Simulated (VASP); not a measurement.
C (diamond): the LDA gap over mesh and path against the volume, with the cell scaled uniformly; LDA's own equilibrium is at 5.526 Å³/atom. VASP (PAW), 520 eV cut-off, 14×14×14 Γ-centred mesh, Gaussian smearing of 0.050 eV, potentials C.  Fit the value as a straight line in ln V.

```
V (Å³/atom)  LDA gap over mesh and path (eV)
-----------  -------------------------------
4.863                                  4.484
5.028                                  4.396
5.194                                  4.313
5.36                                   4.235
5.526                                  4.160
5.691                                  4.088
```

Problem. Fit the rows as the text says and predict the value at 5.857.

Solution. The slope against ln V is -2.51 eV, the volume deformation potential of this gap. The line misses the rows by up to 0.003 and gives 4.014 at 5.857. The run gave 4.020, +0.006 from the line.

Left out are failed runs and those whose mesh is unfit for this quantity.

The compound is C in the diamond structure.
